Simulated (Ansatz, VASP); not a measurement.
Two plane-wave programs on BaAlAgC6N6

```
Ba Al Ag C N
1.0
     0.00000    5.55496    5.55496
     5.55496    0.00000    5.55496
     5.55496    5.55496    0.00000
Ba Al Ag C N
1 1 1 6 6
Direct
  0.75000 0.75000 0.75000
  0.50000 0.50000 0.50000
  0.00000 0.00000 0.00000
  0.78168 0.21832 0.21832
  0.21832 0.21832 0.78168
  0.78168 0.21832 0.78168
  0.21832 0.78168 0.78168
  0.78168 0.78168 0.21832
  0.21832 0.78168 0.21832
  0.67619 0.32381 0.32381
  0.32381 0.32381 0.67619
  0.67619 0.32381 0.67619
  0.32381 0.67619 0.67619
  0.67619 0.67619 0.32381
  0.32381 0.67619 0.32381
```

Alike in both runs: functional PBE; k mesh 4 × 4 × 4; occupations gaussian, width 0.1 eV; no spin polarisation.

Ansatz relaxed the structure, and its values are those at the end. VASP's run is a single point on that final structure, the one shown.

|  | VASP | Ansatz |
| --- | --- | --- |
| version | VASP 6.6.1 | Ansatz 0.2.0 |
| potentials or method | VASP PAW PBE potentials, release 64 (Ba_sv, Al, Ag, C, N) | scalar-relativistic, plane waves, PAW |
| plane-wave cutoff (eV) | 520 | 420 |
| valence electrons in the cell | 78 | 86 |

Ansatz gave:

- gap on the k mesh at the Fermi level (eV): 1.60
- least direct gap on the mesh (eV): 1.62
- pressure (GPa): 0.0
- rms of the force components (eV/Å): 0.013

Task: Which values does VASP return?

Result: gap on the k mesh at the Fermi level (eV): 1.59; least direct gap on the mesh (eV): 1.62; pressure (GPa): 0.4; rms of the force components (eV/Å): 0.196.

One of these differences is far larger than is usual between the two programs; its cause wasn't traced. The two sets of potentials don't hold the same shells in valence.

Caveats: the standard files for N, O and F lose accuracy on very short bonds; spin-orbit coupling is left out, which moves the levels of the heavy elements. A k mesh can miss the band edges.
